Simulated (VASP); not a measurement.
# SbTe4Pt3 (I-42m) in VASP: a series of runs, part 2 of 2

VASP 6.6.1.

## (3) Single point, PBE

INCAR reads:

```
ALGO = Normal
EDIFF = 1E-6
ENCUT = 520
GGA = PE
ISIF = 2
ISMEAR = -1
LASPH = T
LCHARG = F
LREAL = F
LWAVE = F
NBANDS = 40
NELM = 80
PREC = Accurate
SIGMA = 0.1
```

KPOINTS reads:

```
k-points
0
Gamma
  4 4 4
```

POSCAR reads:

```
SbTe4Pt3
1.0
    0.0000000000      6.0504790000      0.0000000000
    6.0504790000      0.0000000000      0.0000000000
    3.0252400000      3.0252400000     -6.0281410000
Pt Sb Te
3 1 4
Direct
    0.5000000000      0.5000000000      0.0000000000
    0.7500000000      0.2500000000      0.5000000000
    0.2500000000      0.7500000000      0.5000000000
    0.0000000000      0.0000000000      0.0000000000
    0.6108100000      0.6108100000      0.2625800000
    0.3891900000      0.8733900000      0.7374200000
    0.1266100000      0.1266100000      0.2625800000
    0.8733900000      0.3891900000      0.7374200000
```

Potentials or basis: VASP PAW PBE potentials, release 64 (Pt, Sb, Te).

Run with:

```bash
> cat potpaw_PBE.64/Pt/POTCAR potpaw_PBE.64/Sb/POTCAR potpaw_PBE.64/Te/POTCAR > POTCAR
> mpirun -np 1 vasp_std > vasp.out
```

OUTCAR:

```text
EDIFF = 1E-6
   ENCUT = 520
   GGA = PE
   ISIF = 2
   ISMEAR = -1
   LASPH = T
   LREAL = F
   NELM = 80
   PREC = Accurate

 ion  position               nearest neighbor table
   1  0.500  0.500  0.000-   7 2.61   6 2.61   8 2.61   5 2.61
   2  0.750  0.250  0.500-   6 2.57   7 2.57   5 2.57   8 2.57
   3  0.250  0.750  0.500-   8 2.57   7 2.57   5 2.57   6 2.57
   4  0.000  0.000  0.000-   5 2.72   6 2.72   8 2.72   7 2.72
   5  0.611  0.611  0.263-   2 2.57   3 2.57   1 2.61   4 2.72
   6  0.389  0.873  0.737-   2 2.57   3 2.57   1 2.61   4 2.72
   7  0.127  0.127  0.263-   2 2.57   3 2.57   1 2.61   4 2.72
   8  0.873  0.389  0.737-   3 2.57   2 2.57   1 2.61   4 2.72

  LATTYP: Found a body centered tetragonal cell.
 ALAT       =     6.0504790000
 C/A-ratio  =     1.9926161218

  Lattice vectors:

 A1 = (  -3.0252400000,   3.0252390000,   6.0281410000)
 A2 = (   3.0252390000,  -3.0252400000,   6.0281410000)
 A3 = (   3.0252400000,   3.0252400000,  -6.0281410000)
[... 179 lines left out ...]
 cond. band min:       6.8422029406   @ k =   0.5000   0.5000   0.2500
 fundamental gap:      0.0128372708
 Fermi energy:         6.8367124575

 k-point     1 :       0.0000    0.0000    0.0000
  band No.  band energies     occupation
      1      -6.9233      2.00000
      2      -5.2068      2.00000
      3      -5.2009      2.00000
      4      -5.2009      2.00000
      5      -2.8510      2.00000
      6       0.9039      2.00000
[... 548 lines left out ...]
     39      10.9284      0.00000
     40      12.3389      0.00000

------------------------ aborting loop because EDIFF is reached ----------------------------------------

  FORCE on cell =-STRESS in cart. coord.  units (eV):
  Direction    XX          YY          ZZ          XY          YZ          ZX
  --------------------------------------------------------------------------------------
  -------------------------------------------------------------------------------------
  Total        9.2108642      9.2108642      9.6655194      0.0000000     -0.0000008     -0.0000008
  in kB       66.8725746     66.8725746     70.1734552      0.0000000     -0.0000058     -0.0000058
  external PRESSURE =      67.9728681 kB  Pullay stress =       0.0000000 kB

 VOLUME and BASIS-vectors are now :
 -----------------------------------------------------------------------------
  energy-cutoff  :      520.00
  volume of cell :      220.68
      direct lattice vectors                 reciprocal lattice vectors
     0.000000000  6.050479000  0.000000000     0.000000000  0.165276171  0.082944324
     6.050479000  0.000000000  0.000000000     0.165276171  0.000000000  0.082944324
     3.025240000  3.025240000 -6.028141000     0.000000000  0.000000000 -0.165888621

 POSITION                                       TOTAL-FORCE (eV/Angst)
 -----------------------------------------------------------------------------------
      3.02524      3.02524      0.00000        -0.000000      0.000000      0.000000
      3.02524      6.05048     -3.01407        -0.000000      0.000000      0.000000
      6.05048      3.02524     -3.01407        -0.000000     -0.000000      0.000000
      0.00000      0.00000      0.00000        -0.000000      0.000000      0.000000
      4.49006      4.49006     -1.58287        -0.884379     -0.884379     -0.552733
      7.51530      4.58566     -4.44527        -0.884380      0.884379      0.552733
      1.56042      1.56042     -1.58287         0.884380      0.884380     -0.552733
      4.58566      7.51530     -4.44527         0.884379     -0.884380      0.552733
 -----------------------------------------------------------------------------------
    total drift:                                0.000019      0.000019     -0.000000

  FREE ENERGIE OF THE ION-ELECTRON SYSTEM (eV)
  ---------------------------------------------------
  free  energy   TOTEN  =       -34.9446464233 eV

  energy  without entropy=      -34.8010231725  energy(sigma->0) =      -34.87283480
```

stdout:

```text
POSCAR found type information on POSCAR PtSbTe
 POSCAR found :  3 types and       8 ions
 scaLAPACK will be used
 LDA part: xc-table for (Slater+PW92), standard interpolation
 POSCAR, INCAR and KPOINTS ok, starting setup
 FFT: planning ... GRIDC
 FFT: planning ... GRID_SOFT
 FFT: planning ... GRID
 WAVECAR not read
 entering main loop
```

It took 1.7 min on 1 thread of Intel Xeon Platinum 8488C (Sapphire Rapids), shared host; peak memory 0.39 GiB.

What came out:

| Item | Value |
| --- | --- |
| Free energy | -34.9446 eV |
| Pressure | 6.8 GPa |
| Largest force | 1.367 eV/Å |
| Band gap on the k mesh | none (metal or under the smearing width) |

Forces on the atoms (eV/Å):
```
Pt   0.000  0.000  0.000
Pt   0.000  0.000  0.000
Pt   0.000  0.000  0.000
Sb   0.000  0.000  0.000
Te  -0.884 -0.884 -0.553
Te  -0.884  0.884  0.553
Te   0.884  0.884 -0.553
Te   0.884 -0.884  0.553
```

Levels at points of the mesh, in eV from the Fermi level:
```csv
k point,band 25,band 26,band 27,band 28,band 29,band 30,band 31,band 32,band 33,band 34
"(0.00, 0.00, 0.00)",-1.78,-1.64,-1.64,-1.22,-0.14,1.25,1.46,1.46,1.82,2.21
"(0.50, 0.00, 0.00)",-1.80,-1.16,-1.10,-0.76,-0.69,-0.35,-0.03,1.45,1.99,2.32
"(0.50, 0.50, 0.00)",-1.64,-1.18,-0.41,-0.40,-0.01,0.15,0.59,0.78,1.53,1.65
"(0.00, 0.00, 0.50)",-1.41,-1.39,-0.86,-0.64,-0.64,-0.42,-0.42,1.10,1.65,2.12
```

Caveat: forces of over 1 eV/Å show positions far from the minimum, so gaps and moduli don't describe the material at rest. The run has no spin-orbit coupling, so splittings on Pt, Sb, Te are missing.

## (4) Single point, PBE, non-collinear spin, zero start, spin-orbit coupling

INCAR reads:

```
SYSTEM = SbTe4Pt3
ALGO     = Normal         ! electronic algorithm
EDIFF    = 1E-6           ! SCF threshold, eV
ENCUT    = 520            ! plane-wave cutoff, eV
GGA      = PE             ! functional
GGA_COMPAT= .FALSE.      
ISIF     = 2              ! what is computed and relaxed
ISMEAR   = -1             ! smearing method
LASPH    = .TRUE.         ! aspherical terms in the spheres
LCHARG   = .TRUE.         ! write CHGCAR
LMAXMIX  = 4              ! l up to which the mixer works
LORBIT   = 11             ! projections on sites
LORBMOM  = .TRUE.       
LREAL    = .FALSE.        ! projectors in reciprocal space
LSORBIT  = .TRUE.         ! spin-orbit coupling
LVHAR    = .TRUE.       
LWAVE    = .FALSE.        ! write WAVECAR
MAGMOM   = 0 0 0 0 0 0 0 0 0 0 0 0 0 0 0 0 0 0 0 0 0 0 0 0 ! initial moments
NBANDS   = 77             ! bands
NELM     = 150            ! most SCF steps
PREC     = Accurate       ! precision mode
SIGMA    = 0.1            ! smearing width, eV
```

KPOINTS reads:

```
k-points
0
G
  4 4 4
  0 0 0
```

POSCAR is that of step 3.

Run with:

```bash
> cat potpaw_PBE.64/Pt/POTCAR potpaw_PBE.64/Sb/POTCAR potpaw_PBE.64/Te/POTCAR > POTCAR
> mpirun -np 1 vasp_ncl > vasp.out
```

Run time: 12 min. Hardware: 1 thread of Intel Xeon Platinum 8488C (Sapphire Rapids), shared host; peak memory 1.1 GiB.

Results (log left out):

```yaml
Free_energy: -36.3505 eV
Pressure: 6.9 GPa
Largest_force: 1.403 eV/Å
Net_moment: 0.00 μB per cell
Valence_electrons_inside_the_program's_atomic_spheres: Pt 9.38, 9.45; Sb 2.49; Te 3.38
```

Forces on the atoms (eV/Å):
```
Pt   0.000  0.000  0.000
Pt   0.000  0.000  0.000
Pt   0.000  0.000  0.000
Sb   0.000  0.000  0.000
Te  -0.904 -0.904 -0.577
Te  -0.904  0.904  0.577
Te   0.904  0.904 -0.577
Te   0.904 -0.904  0.577
```

Stress tensor (GPa, compression positive):
```
6.79 0.00 0.00
0.00 6.79 0.00
0.00 0.00 7.06
```

Moments on the atoms (μB; x, y, z):
```
Pt  0.00 0.00 0.00
Pt  0.00 0.00 0.00
Pt  0.00 0.00 0.00
Sb  0.00 0.00 0.00
Te  0.00 0.00 0.00
Te  0.00 0.00 0.00
Te  0.00 0.00 0.00
Te  0.00 0.00 0.00
```

Caveat: forces of over 1 eV/Å show positions far from the minimum, so gaps and moduli don't describe the material at rest.
